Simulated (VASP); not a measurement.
Here is the system:

```
CELL_PARAMETERS angstrom
      3.30892     0.00000     0.00000
      0.00000     3.30892     0.00000
      0.00000     0.00000     3.30892
ATOMIC_POSITIONS crystal
  In 0.50000 0.50000 0.50000
  Pd 0.00000 0.00000 0.00000
```

Method: PBE GGA, VASP's PBE PAW potentials (set 64) (plane waves; VASP 6.6.1). Run with 520 eV cut-off, Gaussian smearing of 0.050 eV, potentials In_d Pd.

Problem. Give the energies of bands 6 to 14 at the high-symmetry points, in eV from the Fermi level.

Solution. 
```
band      Γ      X      M      R
----  -----  -----  -----  -----
6     -9.81  -6.46  -5.99  -4.68
7     -3.68  -5.80  -3.38  -4.68
8     -3.68  -3.65  -2.62  -4.68
9     -2.22  -3.15  -2.62  -1.64
10    -2.22  -3.15  -2.21  -1.64
11    -2.22  -2.29  -2.21  -0.23
12     4.14  -1.12  -1.68   3.73
13     4.14   9.25   1.27   3.73
14     4.14   9.25   2.34   3.73
```

It has no gap at this level: it comes out as a metal or semimetal.

The compound is PdIn in the CsCl type structure. It was relaxed first, which changed the volume by +6 %. The electron count is odd and the run is not spin-polarised, which forces a metal.
